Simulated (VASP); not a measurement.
# Ti3BiO3 (P-6m2) in VASP: notebook

Runs on Ti3BiO3. Level: PBE. Tasks: relaxation of cell and atoms.

Program: VASP 6.6.1. These are calculated values, not measurements. Logs are shortened: lines on timing, memory, paths and dates and some standing lists are left out, and cuts for length are marked.

## 1. Starting point

It takes space group P-6m2 (No. 187, hexagonal). Conventional cell: a = 6.300 Å, b = 6.300 Å, c = 2.800 Å, α = 90.00°, β = 90.00°, γ = 120.00°. Ti (site symmetry mm2) is surrounded by 4 O at 2.18 Å. Bi (site symmetry -6m2) is surrounded by 6 Ti at 2.59 Å and 2 Bi at 2.80 Å. O (site symmetry mm2) has 4 Ti at 2.18 Å as nearest neighbours.

The cell was built by a generator and needn't be a form met in nature.

## 2. Relaxation of cell and atoms, PBE

INCAR

```
SYSTEM = Ti3BiO3
PREC = Normal
ENCUT = 520
EDIFF = 1E-4
ISMEAR = 0
SIGMA = 0.15
LREAL = .False.
LASPH = .True.
NELM = 60
ALGO = Fast
ISIF = 3
LWAVE = .False.
LCHARG = .False.
GGA = PE
IBRION = 2
NSW = 24
EDIFFG = -0.08
```

KPOINTS

```
regular mesh
0
Gamma
  3 3 5
  0 0 0
```

POSCAR

```
Ti3BiO3
1.0
    6.3000000000      0.0000000000      0.0000000000
   -3.1500000000      5.4559600400      0.0000000000
    0.0000000000      0.0000000000      2.8000000000
Ti Bi O
3 1 3
Direct
    0.6000000000      0.8000000000      0.5000000000
    0.2000000000      0.8000000000      0.5000000000
    0.2000000000      0.4000000000      0.5000000000
    0.0000000000      0.0000000000      0.0000000000
    0.5000000000      0.0000000000      0.0000000000
    0.0000000000      0.5000000000      0.0000000000
    0.5000000000      0.5000000000      0.0000000000
```

Potentials or basis: VASP PAW PBE potentials, release 64 (Ti_sv, Bi_d, O).

Started as:

```console
$ cat potpaw_PBE.64/Ti_sv/POTCAR potpaw_PBE.64/Bi_d/POTCAR potpaw_PBE.64/O/POTCAR > POTCAR
$ mpirun -np 1 vasp_std > vasp.out
```

OUTCAR:

```text
SYSTEM = Ti3BiO3
   PREC = Normal
   ENCUT = 520
   EDIFF = 1E-4
   ISMEAR = 0
   LREAL = .False.
   LASPH = .True.
   NELM = 60
   ISIF = 3
   GGA = PE
   IBRION = 2
   NSW = 24
   EDIFFG = -0.08

 ion  position               nearest neighbor table
   1  0.600  0.800  0.500-   7 2.18   7 2.18   5 2.18   5 2.18   3 2.52   2 2.52   4 2.59   4 2.59

   2  0.200  0.800  0.500-   6 2.18   6 2.18   5 2.18   5 2.18   3 2.52   1 2.52   4 2.59   4 2.59

   3  0.200  0.400  0.500-   7 2.18   7 2.18   6 2.18   6 2.18   1 2.52   2 2.52   4 2.59   4 2.59

   4  0.000  0.000  0.000-   3 2.59   3 2.59   1 2.59   1 2.59   2 2.59   2 2.59
   5  0.500  0.000  0.000-   2 2.18   2 2.18   1 2.18   1 2.18
   6  0.000  0.500  0.000-   2 2.18   2 2.18   3 2.18   3 2.18
   7  0.500  0.500  0.000-   1 2.18   1 2.18   3 2.18   3 2.18

  LATTYP: Found a hexagonal cell.
 ALAT       =     6.3000000000
 C/A-ratio  =     0.4444444444

  Lattice vectors:

 A1 = (   6.3000000000,   0.0000000000,   0.0000000000)
 A2 = (  -3.1500000000,   5.4559600400,   0.0000000000)
 A3 = (   0.0000000000,   0.0000000000,   2.8000000000)

Analysis of symmetry for initial positions (statically):
=====================================================================
 Subroutine PRICEL returns:
 Original cell was already a primitive cell.

 Routine SETGRP: Setting up the symmetry group for a
 hexagonal supercell.

 Subroutine GETGRP returns: Found 12 space group operations
 (whereof 12 operations were pure point group operations)
 out of a pool of 24 trial point group operations.

The static configuration has the point symmetry D_3h.

Analysis of symmetry for dynamics (positions and initial velocities):
=====================================================================
 Subroutine PRICEL returns:
 Original cell was already a primitive cell.

 Routine SETGRP: Setting up the symmetry group for a
 hexagonal supercell.

 Subroutine GETGRP returns: Found 12 space group operations
 (whereof 12 operations were pure point group operations)
 out of a pool of 24 trial point group operations.

The dynamic configuration has the point symmetry D_3h.

 Subroutine INISYM returns: Found 12 space group operations
 (whereof 12 operations are pure point group operations),
 and found     1 'primitive' translations

----------------------------------------------------------------------------------------

                                     Primitive cell

  volume of cell :      96.2431

  direct lattice vectors                    reciprocal lattice vectors
     6.300000000  0.000000000  0.000000000     0.158730159  0.091642900  0.000000000
    -3.150000000  5.455960040  0.000000000     0.000000000  0.183285800  0.000000000
     0.000000000  0.000000000  2.800000000     0.000000000  0.000000000  0.357142857

  length of vectors
     6.300000000  6.299999997  2.800000000     0.183285800  0.183285800  0.357142857

  position of ions in fractional coordinates (direct lattice)
     0.600000000  0.800000000  0.500000000
     0.200000000  0.800000000  0.500000000
     0.200000000  0.400000000  0.500000000
     0.000000000  0.000000000  0.000000000
     0.500000000  0.000000000  0.000000000
     1.000000000  0.500000000  0.000000000
     0.500000000  0.500000000  0.000000000

  ion indices of the primitive-cell ions
   primitive index   ion index
                 1           1
                 2           2
                 3           3
                 4           4
                 5           5
                 6           6
                 7           7

----------------------------------------------------------------------------------------

 KPOINTS: regular mesh

Automatic generation of k-mesh.
 Grid dimensions read from file:
 generate k-points for:    3    3    5

 Generating k-lattice:

  Cartesian coordinates                     Fractional coordinates (reciprocal lattice)
     0.052910053  0.030547633  0.000000000     0.333333333 -0.000000000  0.000000000
     0.000000000  0.061095267  0.000000000     0.000000000  0.333333333  0.000000000
     0.000000000  0.000000000  0.071428571     0.000000000  0.000000000  0.200000000

  Length of vectors
     0.061095267  0.061095267  0.071428571

  Shift w.r.t. Gamma in fractional coordinates (k-lattice)
     0.000000000  0.000000000  0.000000000

 Subroutine IBZKPT returns following result:
 ===========================================

 Found      9 irreducible k-points:

 Following reciprocal coordinates:
            Coordinates               Weight
  0.000000  0.000000  0.000000      1.000000
  0.333333  0.000000  0.000000      6.000000
  0.333333  0.333333  0.000000      2.000000
  0.000000  0.000000  0.200000      2.000000
  0.333333  0.000000  0.200000     12.000000
  0.333333  0.333333  0.200000      4.000000
  0.000000  0.000000  0.400000      2.000000
  0.333333  0.000000  0.400000     12.000000
  0.333333  0.333333  0.400000      4.000000
   k-points           NKPTS =      9   k-points in BZ     NKDIM =      9   number of bands    NBANDS=     41
   number of dos      NEDOS =    301   number of ions     NIONS =      7
   total plane-waves  NPLWV =  20736
   dimension x,y,z NGX =    36 NGY =   36 NGZ =   16
   dimension x,y,z NGXF=    72 NGYF=   72 NGZF=   32
   ions per type =               3   1   3
   NGX,Y,Z   is equivalent  to a cutoff of   9.50,  9.50,  9.50 a.u.
   NGXF,Y,Z  is equivalent  to a cutoff of  19.00, 19.00, 19.00 a.u.
 SYSTEM =  Ti3BiO3
   PREC   = normal    normal or accurate (medium, high low for compatibility)
   ISTART =      0    job   : 0-new  1-cont  2-samecut
   ICHARG =      2    charge: 1-file 2-atom 10-const
   ISPIN  =      1    spin polarized calculation?
   LNONCOLLINEAR =      F non collinear calculations
   LSORBIT =      F    spin-orbit coupling
   LASPH  =      T    aspherical Exc in radial PAW
   ENCUT  =  520.0 eV  38.22 Ry    6.18 a.u.  11.71 11.71  5.21*2*pi/ulx,y,z
   NELM   =     60;   NELMIN=  2; NELMDL= -5     # of ELM steps
   EDIFF  = 0.1E-03   stopping-criterion for ELM
   LREAL  =      F    real-space projection
   EDIFFG = -.8E-01   stopping-criterion for IOM
   NSW    =     24    number of steps for IOM
   IBRION =      2    ionic relax: 0-MD 1-quasi-New 2-CG
   NFREE  =      1    steps in history (QN), initial steepest desc. (CG)
   ISIF   =      3    stress and relaxation
   ISYM   =      2    0-nonsym 1-usesym 2-fastsym
   POTIM  = 0.5000    time-step for ionic-motion
   TEBEG  =    0.0;   TEEND  =   0.0 temperature during run
   PSTRESS=    0.0 pullay stress
   NELECT =      69.0000    total number of electrons
   NUPDOWN=      -1.0000    fix difference up-down
   EMIN   =  10.00;   EMAX   =-10.00  energy-range for DOS
   EFERMI =   0.00;   METHOD = LEGACY
   ISMEAR =     0;   SIGMA  =   0.15  broadening in eV -4-tet -1-fermi 0-gaus
   EFERMI_NEDOS =   21; number of points for ismear=-14 and -15
   IALGO  =     68    algorithm
   IMIX   =      4    mixing-type and parameters
     AMIX     =   0.40;   BMIX     =  1.00
     AMIX_MAG =   1.60;   BMIX_MAG =  1.00
  volume/ion in A,a.u.               =      13.75        92.78
  Fermi-wavevector in a.u.,A,eV,Ry     =   1.465215  2.768854 29.209724  2.146854
  Thomas-Fermi vector in A             =   2.581098
   LORBIT       =      0    0 simple, 1 ext, 2 COOP (PROOUT), +10 PAW based schemes
   GGA     = PE    functional components
   LHFCALC =     F    Hartree Fock is set to
   AEXX    =    0.0000 exact exchange contribution
   IVDW    =     0    specifies the selected vdW correction
   LEPSILON=     F    determine dielectric tensor
   LRPA    =     F    only Hartree local field effects (RPA)
 conjugate gradient relaxation of ions
 non-spin polarized calculation
 RMM-DIIS sequential band-by-band and
 Gauss-broadening in eV      SIGMA  =   0.15
  energy-cutoff  :      520.00
  volume of cell :       96.24
 maximum number of plane-waves:      2620
   NGX = 23   NGY = 23   NGZ = 11

--------------------------------------- Ionic step        1  -------------------------------------------

 number of electron      69.0000019 magnetization

 Free energy of the ion-electron system (eV)
  ---------------------------------------------------
  ext. energy  EPLUGINS =         0.00000000
  ---------------------------------------------------
  free energy    TOTEN  =       -50.82927060 eV

  energy without entropy =      -50.76350668  energy(sigma->0) =      -50.79638864

------------------------ aborting loop because EDIFF is reached ----------------------------------------

  FORCE on cell =-STRESS in cart. coord.  units (eV):
  Direction    XX          YY          ZZ          XY          YZ          ZX
  --------------------------------------------------------------------------------------
  -------------------------------------------------------------------------------------
  Total       10.4997746     10.4997746     10.3266327      0.0000000      0.0000000      0.0000000
  in kB      174.7916957    174.7916955    171.9093713      0.0000000      0.0000000      0.0000000
  external PRESSURE =     173.8309208 kB  Pullay stress =       0.0000000 kB
[... 67 lines left out ...]
  energy  without entropy=      -53.0349945922  energy(sigma->0) =      -53.07197947

--------------------------------------- Ionic step        3  -------------------------------------------

 number of electron      68.9999872 magnetization

 E-fermi :   5.8531     XC(G=0): -10.0057

 val. band max:        5.8435249051   @ k =   0.0000   0.0000   0.2000
 cond. band min:       5.8678972974   @ k =   0.0000   0.0000   0.4000
 fundamental gap:      0.0243723923
 Fermi energy:         5.8531229069

 k-point     1 :       0.0000    0.0000    0.0000
  band No.  band energies     occupation
      1     -51.8202      2.00000
      2     -51.7007      2.00000
      3     -51.7007      2.00000
      4     -28.3289      2.00000
      5     -28.3262      2.00000
      6     -28.3262      2.00000
[... 419 lines left out ...]
  FREE ENERGIE OF THE ION-ELECTRON SYSTEM (eV)
  ---------------------------------------------------
  free  energy   TOTEN  =       -53.1200994945 eV

  energy  without entropy=      -53.0457120902  energy(sigma->0) =      -53.08290579

[... ionic steps 4 to 9 ...]

--------------------------------------- Ionic step       10  -------------------------------------------

 number of electron      68.9999944 magnetization

------------------------ aborting loop because EDIFF is reached ----------------------------------------

  FORCE on cell =-STRESS in cart. coord.  units (eV):
  Direction    XX          YY          ZZ          XY          YZ          ZX
  --------------------------------------------------------------------------------------
  -------------------------------------------------------------------------------------
  Total        0.1253284      0.1253284     -0.9039664      0.0000000     -0.0000000      0.0000000
  in kB        1.5842392      1.5842392    -11.4267684      0.0000000     -0.0000000      0.0000000
  external PRESSURE =      -2.7527633 kB  Pullay stress =       0.0000000 kB
[... 67 lines left out ...]
  energy  without entropy=      -55.0883223158  energy(sigma->0) =      -55.11753833

--------------------------------------- Ionic step       12  -------------------------------------------

 number of electron      68.9999953 magnetization

 Free energy of the ion-electron system (eV)
  ---------------------------------------------------
  ext. energy  EPLUGINS =         0.00000000
  ---------------------------------------------------
  free energy    TOTEN  =       -55.14835046 eV

  energy without entropy =      -55.08960143  energy(sigma->0) =      -55.11897594

 E-fermi :   5.9972     XC(G=0):  -9.4307

 val. band max:        5.9826658243   @ k =   0.3333   0.3333   0.2000
 cond. band min:       6.0248522896   @ k =   0.3333   0.0000   0.2000
 fundamental gap:      0.0421864653
 Fermi energy:         5.9972165282

 k-point     1 :       0.0000    0.0000    0.0000
  band No.  band energies     occupation
      1     -51.8878      2.00000
      2     -51.7714      2.00000
      3     -51.7714      2.00000
      4     -28.4906      2.00000
      5     -28.4741      2.00000
      6     -28.4741      2.00000
[... 419 lines left out ...]
  FREE ENERGIE OF THE ION-ELECTRON SYSTEM (eV)
  ---------------------------------------------------
  free  energy   TOTEN  =       -55.1483504585 eV

  energy  without entropy=      -55.0896014293  energy(sigma->0) =      -55.11897594

 reached required accuracy - stopping structural energy minimisation
```

Wall time 7 min (1 thread of Intel Xeon Platinum 8488C (Sapphire Rapids), shared host); peak memory 0.18 GiB.

What came out:

```yaml
Free_energy: -55.1484 eV
Relaxed_volume: 18.05 Å³/atom
Relaxed_cell: a = 7.168 Å, b = 7.168 Å, c = 2.840 Å, α = 90.00°, β = 90.00°, γ = 120.00°
Space_group_after_relaxing_to_0.05_Å: P-6m2 (No. 187)
Energy_gained_by_relaxing: 617.0 meV/atom
Ionic_steps: 12
Pressure_after_relaxing: 0.5 GPa
Largest_force_after_relaxing: 0.062 eV/Å
Band_gap_on_the_k_mesh: none (metal or under the smearing width)
```

Forces in eV/Å, atoms in the order of the input:
```
Ti   0.054  0.031  0.000
Ti  -0.054  0.031  0.000
Ti   0.000 -0.062  0.000
Bi   0.000  0.000  0.000
O    0.000  0.032  0.000
O   -0.027 -0.016  0.000
O    0.027 -0.016  0.000
```

Stress tensor (GPa, compression positive):
```
0.36 0.00 0.00
0.00 0.36 0.00
0.00 0.00 0.68
```

The path:
| step | energy change (eV) | largest force (eV/Å) | pressure (GPa) | volume (Å³) |
| --- | --- | --- | --- | --- |
| 1 | 0.0000 | 3.3849 | 17.38 | 96.24 |
| 2 | -2.2797 | 3.0824 | -8.70 | 118.55 |
| 3 | -2.2908 | 3.0769 | -7.07 | 119.14 |
| 4 | -4.0729 | 0.9245 | 1.81 | 118.51 |
| 5 | -4.1765 | 0.1776 | 5.56 | 118.27 |
| 6 | -4.2465 | 0.8512 | -3.27 | 129.06 |
| 7 | -4.2961 | 0.5104 | 0.74 | 124.85 |
| 8 | -4.2960 | 0.5336 | 0.21 | 125.21 |
| 9 | -4.2963 | 0.5231 | 0.18 | 125.07 |
| 10 | -4.3168 | 0.0550 | -0.28 | 126.75 |
| 11 | -4.3175 | 0.0521 | -0.27 | 126.80 |
| 12 | -4.3191 | 0.0619 | 0.47 | 126.37 |

Final structure:
```
Ti Bi O
1.0
     7.16817    0.00000    0.00000
    -3.58409    6.20782    0.00000
     0.00000    0.00000    2.83984
Ti Bi O
3 1 3
Direct
  0.57442 0.78721 0.50000
  0.21279 0.78721 0.50000
  0.21279 0.42558 0.50000
  0.00000 0.00000 0.00000
  0.45535 0.91070 0.00000
  0.08930 0.54465 0.00000
  0.45535 0.54465 0.00000
```

Levels at points of the mesh, in eV from the Fermi level:
| k point | band 32 | band 33 | band 34 | band 35 | band 36 | band 37 | band 38 | band 39 |
| --- | --- | --- | --- | --- | --- | --- | --- | --- |
| (0.00, 0.00, 0.00) | -3.79 | -1.87 | -0.68 | -0.68 | 0.47 | 1.32 | 1.47 | 1.47 |

Caveat: the k mesh is coarse (spacing up to 0.45 Å⁻¹), so the values aren't converged; the volume moved by over 15 % at a fixed basis, so the end points are rough; spin-orbit coupling is left out, which moves the levels of the heavy elements; an odd number of electrons without spin polarisation forces a metal; a magnetic or distorted state may lie lower; semilocal functionals often make such compounds metallic where correlation or magnetic order opens a gap, which also shifts bond lengths; the relaxation stopped at a loose force limit of 0.08 eV/Å, so its end isn't a converged minimum.

## 3. Relaxation of cell and atoms, PBE

This run uses another cell than the first one, of 16.23 Å³/atom, 1.180 times its volume.

INCAR is that of step 2.

KPOINTS

```
regular mesh
0
Gamma
  4 4 2
  0 0 0
```

POSCAR

```
Ti3BiO3
1.0
    3.8623477900      0.0000000000      0.0000000000
   -1.9311738900      3.3448913000      0.0000000000
    0.0000000000      0.0000000000      8.7912442800
Ti Bi O
3 1 3
Direct
    0.0000000000      0.0000000000      0.2494223000
    0.0000000000      0.0000000000      0.7505777000
    0.0000000000      0.0000000000      0.0000000000
    0.0000000000      0.0000000000      0.5000000000
    0.5000000000      0.0000000000      0.0000000000
    0.0000000000      0.5000000000      0.0000000000
    0.5000000000      0.5000000000      0.0000000000
```

Potentials or basis: VASP PAW PBE potentials, release 64 (Ti_sv, Bi_d, O).

Started as:

```console
$ cat potpaw_PBE.64/Ti_sv/POTCAR potpaw_PBE.64/Bi_d/POTCAR potpaw_PBE.64/O/POTCAR > POTCAR
$ mpirun -np 1 vasp_std > vasp.out
```

Run time: 8.4 min. Hardware: 1 thread of Intel Xeon Platinum 8488C (Sapphire Rapids), shared host; peak memory 0.2 GiB.

Results (log left out):

```
Free energy                            : -39.3796 eV
Relaxed volume                         : 21.23 Å³/atom
Relaxed cell                           : a = 3.978 Å, b = 3.978 Å, c = 10.841 Å, α = 90.00°, β = 90.00°, γ = 120.00°
Space group after relaxing (to 0.05 Å) : P6/mmm (No. 191)
Energy gained by relaxing              : 665.5 meV/atom
Ionic steps                            : 13
Pressure after relaxing                : 0.1 GPa
Largest force after relaxing           : 0.043 eV/Å
Band gap on the k mesh                 : none (metal or under the smearing width)
```

Forces in eV/Å, atoms in the order of the input:
```
Ti   0.000  0.000  0.043
Ti   0.000  0.000 -0.043
Ti   0.000  0.000  0.000
Bi   0.000  0.000  0.000
O    0.000  0.000  0.000
O    0.000  0.000  0.000
O    0.000  0.000  0.000
```

Stress tensor (GPa, compression positive):
```
 0.30  0.00  0.00
 0.00  0.30  0.00
 0.00  0.00 -0.20
```

The path:
```
step  energy change (eV)  largest force (eV/Å)  pressure (GPa)  volume (Å³)
   1              0.0000                5.7001           36.98       113.58
   2              0.2298                1.0173          -14.36       184.56
   3             -3.9658                1.1969           -0.84       140.32
   4             -4.0702                1.0908            5.53       139.46
   5             -4.3934                0.8527            1.62       144.76
   6             -4.5730                0.4364           -1.25       150.61
   7             -4.5880                0.3046           -2.29       152.73
   8             -4.6513                0.0317            1.37       146.87
   9             -4.6549                0.1121            0.34       148.06
  10             -4.6553                0.0955            0.40       147.97
  11             -4.6543                0.0806            0.60       147.42
  12             -4.6552                0.0979            0.59       147.82
  13             -4.6583                0.0426            0.13       148.59
```

Final structure:
```yaml
crystal:
  lattice:
    - [3.97837, 0.00000, 0.00000]
    - [-1.98919, 3.44537, 0.00000]
    - [0.00000, 0.00000, 10.84078]
  atoms:
    - { symbol: Ti, position: [0.00000, 0.00000, 0.25409] }
    - { symbol: Ti, position: [0.00000, 0.00000, 0.74591] }
    - { symbol: Ti, position: [0.00000, 0.00000, 0.00000] }
    - { symbol: Bi, position: [0.00000, 0.00000, 0.50000] }
    - { symbol: O, position: [0.50000, 0.00000, 0.00000] }
    - { symbol: O, position: [0.00000, 0.50000, 0.00000] }
    - { symbol: O, position: [0.50000, 0.50000, 0.00000] }
```

Levels at points of the mesh, in eV from the Fermi level:
```tsv
k point	band 32	band 33	band 34	band 35	band 36	band 37
(0.00, 0.00, 0.00)	-0.62	0.07	0.07	0.30	0.30	0.30
(0.50, 0.00, 0.00)	-1.10	-0.48	-0.36	-0.15	0.04	0.39
(0.00, 0.00, 0.50)	-0.62	-0.11	-0.11	0.30	0.30	0.35
(0.50, 0.00, 0.50)	-0.46	-0.40	-0.14	-0.10	-0.03	0.59
```

Caveat: the k mesh is coarse (spacing up to 0.47 Å⁻¹), so the values aren't converged; the volume moved by over 15 % at a fixed basis, so the end points are rough; spin-orbit coupling is left out, which moves the levels of the heavy elements; an odd number of electrons without spin polarisation forces a metal; a magnetic or distorted state may lie lower; semilocal functionals often make such compounds metallic where correlation or magnetic order opens a gap, which also shifts bond lengths; the relaxation stopped at a loose force limit of 0.08 eV/Å, so its end isn't a converged minimum.
